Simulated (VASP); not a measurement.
# FeO (Wuestite): convergence with the SCF threshold and SCF solver, part 3 of 3

How sensitive are energy and pressure of FeO (Wuestite) to the SCF threshold and SCF solver? The series runs use LDA. The start is a cell from a database of measured crystal structures.

VASP 6.6.1; LDA, spin-polarised from a ferromagnetic start (one magnetic atom a cell); plane waves and PAW (Fe, O).

Still holding for the runs below: The cell holds one magnetic atom, so no antiferromagnetic order fits into it. The k-mesh is coarse for a metal. Oxides and halides of Fe are often magnetic insulators, and a metal at this level, without U or exact exchange, may be an artefact.

So far. Step 13 (SCF solver: ALGO = Damped): Against the first of the series the energy stays within 0.01 meV an atom; the pressure moves by +0.02 GPa, after 25 cycles in 6.2 s. Step 14 (SCF solver: AMIX = 0.1, BMIX = 0.01): Against the first of the series the energy stays within 0.01 meV an atom; the pressure moves by +0.02 GPa, after 15 cycles in 5 s.

The database entry behind the starting cell differs from later determinations by our own check (inexact against later determinations), so it need not match the best structure at ambient conditions.

**15. SCF solver: AMIX = 0.8**

The input, INCAR:

```
SYSTEM = FeO
PREC = Accurate
ENCUT = 520
EDIFF = 1E-06
NELM = 100
ISMEAR = -1
SIGMA = 0.05
LREAL = .FALSE.
ALGO = Normal
GGA = CA
NBANDS = 16
ISPIN = 2
MAGMOM = 3 0
LASPH = .TRUE.
LMAXMIX = 4
LORBIT = 11
LWAVE = .FALSE.
LCHARG = .FALSE.
KPAR = 2
ISIF = 2
AMIX = 0.8
```

The input, POSCAR:

```
FeO
1.0
    0.0000000000      2.1554000000      2.1554000000
    2.1554000000      0.0000000000      2.1554000000
    2.1554000000      2.1554000000      0.0000000000
Fe O
1 1
Direct
    0.0000000000      0.0000000000      0.0000000000
    0.5000000000      0.5000000000      0.5000000000
```

The input, KPOINTS:

```
Automatic mesh
0
Gamma
9 9 9
0 0 0
```

Potentials, in the order of the species: Fe and O (PBE family, release 64).

Command:

```console
$ mpirun -np 2 vasp_std
```

What it wrote:

```text
[... set-up lines as in an earlier step ...]
 entering main loop
       N       E                     dE             d eps       ncg     rms          rms(c)
[... 5 cycles as in an earlier step ...]
DAV:   6    -0.273790070854E+02   -0.85435E+01   -0.82224E+01  2896   0.115E+02    0.551E+01
DAV:   7    -0.162823703986E+02    0.11097E+02   -0.57475E+01  2944   0.926E+01    0.879E+00
DAV:   8    -0.165829192115E+02   -0.30055E+00   -0.16918E+00  2328   0.121E+01    0.675E+00
DAV:   9    -0.164302726838E+02    0.15265E+00   -0.60711E-01  3280   0.135E+01    0.267E+00
[...]
DAV:  16    -0.164547209203E+02    0.27737E-04   -0.20015E-05  2752   0.625E-02    0.188E-02
DAV:  17    -0.164547272177E+02   -0.62974E-05   -0.33975E-06  2504   0.218E-02    0.704E-03
DAV:  18    -0.164547270571E+02    0.16060E-06   -0.65284E-07  1192   0.156E-02
   1 F= -.16454727E+02 E0= -.16448718E+02  d E =-.120174E-01  mag=     3.9881
```

Wall time 5.8 s (2 MPI ranks of Intel Xeon 6975P-C (Granite Rapids), shared host); peak memory 0.26 GiB.

Parts of OUTCAR (step 15):

```text
  Total       -1.8776012     -1.8776012     -1.8776012      0.0000000      0.0000000      0.0000000
  in kB     -150.2105023   -150.2105023   -150.2105023      0.0000000      0.0000000      0.0000000
  external PRESSURE =    -150.2105023 kB  Pullay stress =       0.0000000 kB

  FREE ENERGIE OF THE ION-ELECTRON SYSTEM (eV)
  ---------------------------------------------------
  free  energy   TOTEN  =       -16.4547270571 eV

  energy  without entropy=      -16.4427096319  energy(sigma->0) =      -16.44871834

[... 4 parts as in an earlier step ...]

[... 1 further part left out ...]
[key lines of the parts left out:]
E-fermi :   5.6690
```

Against the first of the series the energy stays within 0.01 meV an atom and the pressure within 0.01 GPa, after 18 cycles in 5.8 s.

**16. SCF solver: IMIX = 1, AMIX = 0.2**

INCAR: that of step 15 with these lines changed.

```diff
@@ -20,2 +20,3 @@
 ISIF = 2
-AMIX = 0.8
+IMIX = 1
+AMIX = 0.2
```

POSCAR is that of step 15.

KPOINTS is that of step 15.

Command:

```console
$ mpirun -np 2 vasp_std
```

What it wrote:

```text
[... set-up lines as in an earlier step ...]
 entering main loop
       N       E                     dE             d eps       ncg     rms          rms(c)
[... 5 cycles as in an earlier step ...]
DAV:   6    -0.166132170792E+02    0.22223E+01   -0.35521E+00  2872   0.312E+01    0.138E+01
DAV:   7    -0.165333571755E+02    0.79860E-01   -0.59157E-01  3296   0.102E+01    0.114E+01
DAV:   8    -0.165123744813E+02    0.20983E-01   -0.38355E-02  3328   0.259E+00    0.916E+00
DAV:   9    -0.164930311679E+02    0.19343E-01   -0.47217E-03  3344   0.757E-01    0.734E+00
[...]
DAV:  29    -0.164547301603E+02    0.19279E-05   -0.25027E-07  1168   0.520E-03    0.633E-02
DAV:  30    -0.164547289601E+02    0.12002E-05   -0.12755E-07  1144   0.399E-03    0.497E-02
DAV:  31    -0.164547282140E+02    0.74609E-06   -0.10001E-07  1144   0.329E-03
   1 F= -.16454728E+02 E0= -.16448723E+02  d E =-.120106E-01  mag=     3.9880
```

Elapsed: 9 s, on 2 MPI ranks; peak memory 0.25 GiB.

OUTCAR, selected parts (step 16):

```text
  Total       -1.8605485     -1.8605485     -1.8605485     -0.0000000      0.0000000      0.0000000
  in kB     -148.8462680   -148.8462680   -148.8462680     -0.0000000      0.0000000      0.0000000
  external PRESSURE =    -148.8462680 kB  Pullay stress =       0.0000000 kB

 POSITION                                       TOTAL-FORCE (eV/Angst)
 -----------------------------------------------------------------------------------
      0.00000      0.00000      0.00000         0.000000      0.000000      0.000000
      2.15540      2.15540      2.15540         0.000000     -0.000000      0.000000
 -----------------------------------------------------------------------------------
    total drift:                                0.000000     -0.000000      0.000000

  FREE ENERGIE OF THE ION-ELECTRON SYSTEM (eV)
  ---------------------------------------------------
  free  energy   TOTEN  =       -16.4547282140 eV

  energy  without entropy=      -16.4427176575  energy(sigma->0) =      -16.44872294

[... 3 parts as in an earlier step ...]

[... 1 further part left out ...]
[key lines of the parts left out:]
E-fermi :   5.6694
```

Against the first of the series the energy stays within 0.01 meV an atom; the pressure moves by +0.14 GPa, after 31 cycles in 9 s.

**17. The SCF solver series as a table**

This step: convergence of LDA results with the solver; plane waves and PAW (VASP 6.6.1).

No new run; the numbers come from the runs before.

Differences are taken from the run with ALGO = Normal. Results of the series, by row:

| setting | status | energy less the reference (meV/atom) | pressure (GPa) | moment (μB) | SCF cycles | wall time (s) |
| --- | --- | --- | --- | --- | --- | --- |
| ALGO = Normal | converged | 0 | -15.02 | 3.988 | 16 | 5.4 |
| ALGO = Fast | converged | -9.90e-4 | -15.04 | 3.988 | 17 | 5.8 |
| ALGO = VeryFast | converged | -7.00e-5 | -15.03 | 3.988 | 23 | 7 |
| ALGO = All | converged | -0.001255 | -15.02 | 3.988 | 19 | 6.2 |
| ALGO = Damped | converged | 0.00217 | -15 | 3.988 | 25 | 6.2 |
| AMIX = 0.1, BMIX = 0.01 | converged | 5.90e-4 | -15 | 3.988 | 15 | 5 |
| AMIX = 0.8 | converged | 5.85e-4 | -15.02 | 3.988 | 18 | 5.8 |
| IMIX = 1, AMIX = 0.2 | converged | -0.001715 | -14.88 | 3.988 | 31 | 9 |

**18. Outcome**

```yaml
scf_threshold_from_which_the_energy_stays_within_10_mev_atom_of_the_reference: EDIFF = 0.01
scf_threshold_from_which_the_energy_stays_within_1_mev_atom_of_the_reference: EDIFF = 0.01
scf_threshold_from_which_the_pressure_stays_within_0p2_gpa_of_the_reference: EDIFF = 1E-05
spread_of_the_pressure_over_the_scf_threshold: 1.47 GPa
spread_of_the_energy_over_the_scf_threshold: 0.395 meV/atom
fewest_scf_cycles: AMIX = 0.1, BMIX = 0.01 (15)
most_scf_cycles_among_converged_runs: IMIX = 1, AMIX = 0.2 (31)
spread_of_the_pressure_over_the_scf_solver: 0.158 GPa
spread_of_the_energy_over_the_scf_solver: 0.00388 meV/atom
```

From EDIFF = 0.01 on, the energy stays within 1 meV an atom of the reference, at 66 % of its time. The pressure holds within 0.2 GPa from EDIFF = 1E-05 on. The loosest stop saves 7 of 17 cycles and costs +0.4 meV an atom, +1.35 GPa. All SCF solvers that converged agree within 0.05 meV an atom. No setting beats the 5.4 s of ALGO = Normal by a fifth or more; the slowest converged run is IMIX = 1, AMIX = 0.2, at 9 s. On a shared host such times are rough. Yet the pressure of IMIX = 1, AMIX = 0.2 is +0.14 GPa off: EDIFF tests the energy, which is second order in the error of the density, while the stress is first order. Forces vanish by symmetry in this cell, so the series can't test them.

[Lines on the potential files, build, host, timing and source positions are cut from VASP's logs without a mark.]

[Logs are printed without paths, hosts, clocks, repeated set-up lines and the standing remarks that a program may print on its own settings, such as how far it seeks lower states.]

[Hosts, paths, dates, database ids (printed as entryN), source tags and the programs' standing remarks are cut or masked in the printed files.]

[A measured line is paired with the nearest computed mode of its activity, which favours agreement.]
